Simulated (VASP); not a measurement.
Energy against volume of MgO (rock salt). Calculation: rev-vdW-DF2, VASP's PBE PAW potentials (set 64) (plane waves; VASP). Run with 520 eV cut-off, 11×11×11 Γ-centred mesh, Gaussian smearing of 0.050 eV, potentials Mg O.

| V (Å³/atom) | E (eV/atom) |
|---|---|
| 9.124 | -4.78830 |
| 9.406 | -4.79306 |
| 9.688 | -4.78942 |
| 9.970 | -4.77854 |

### Question
Fit these four points and predict the energy of the run at 8.842 Å³/atom.

### Answer
A cubic in V^(−2/3), the third-order Birch-Murnaghan form, passes through the four points with V0 = 9.42 Å³/atom and B0 = 158 GPa, and gives -4.7738 eV/atom there. The run gave -4.7737 eV/atom, +0.1 meV/atom from the fit; all five points give B0 = 158 GPa.

The compound is MgO in the rock salt structure. It was relaxed first.
